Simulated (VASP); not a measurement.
Input of a VASP 6.6.1 run:

The input INCAR:

```
SYSTEM = LiSi2C3
PREC = Accurate ; ENCUT = 520
EDIFF = 1E-6 ; ISMEAR = 0
SIGMA = 0.1 ; LREAL = .False.
LASPH = .True. ; NELM = 100
ALGO = Fast ; ISIF = 2
LWAVE = .False. ; LCHARG = .False.
GGA = PE ; NBANDS = 35
```

The input KPOINTS:

```
Automatic mesh
0
Gamma
  6 4 4
  0 0 0
```

Contents of POSCAR:

```
LiSi2C3
1.0
    3.1373044311      0.0000000000      0.0000000000
    0.2143236071      5.2072573268      0.0000000000
    0.0558161886      1.3163634374      7.3380272527
Li Si C
2 4 6
Direct
    0.4743620976      0.4909974679      0.0146018695
    0.9666063928      0.0542824592      0.0089889442
    0.9736352004      0.6375974572      0.2657560084
    0.4950893301      0.0763723212      0.3316310344
    0.4375408379      0.9498284695      0.7161869306
    0.9154486867      0.4089203333      0.6984015630
    0.4739735051      0.7876067338      0.2096720595
    0.0054801715      0.2964508108      0.2478040390
    0.9498491002      0.7676692844      0.7248486736
    0.4532829922      0.2587735235      0.7926445114
    0.8500620129      0.2775449336      0.4630093792
    0.0046696725      0.9939562058      0.5264549872
```

Potentials or basis: VASP PAW PBE potentials, release 64 (Li_sv, Si, C).

The run is started by

```sh
$ cat potpaw_PBE.64/Li_sv/POTCAR potpaw_PBE.64/Si/POTCAR potpaw_PBE.64/C/POTCAR > POTCAR
$ mpirun -np 1 vasp_std > vasp.out
```

Estimate the band gap on the k mesh.

0.70 eV, indirect (least direct gap 1.15 eV).

Predict the largest force.

3.171 eV/Å.

Forces on the atoms (eV/Å):
```
Li  -0.024 -0.097  0.331
Li   0.004  0.056  0.225
Si   0.961 -1.108  0.601
Si  -0.188  1.307 -0.069
Si   0.049 -0.155  0.270
Si   2.131  1.017 -2.116
C   -0.509  1.401 -0.063
C    0.131 -1.013 -0.032
C   -1.396  0.142 -0.225
C   -2.338 -0.235  1.588
C   -1.104  0.565  0.271
C    2.282 -1.879 -0.782
```

Caveat: forces of over 1 eV/Å show positions far from the minimum, so gaps and moduli don't describe the material at rest. A k mesh can miss the band edges.
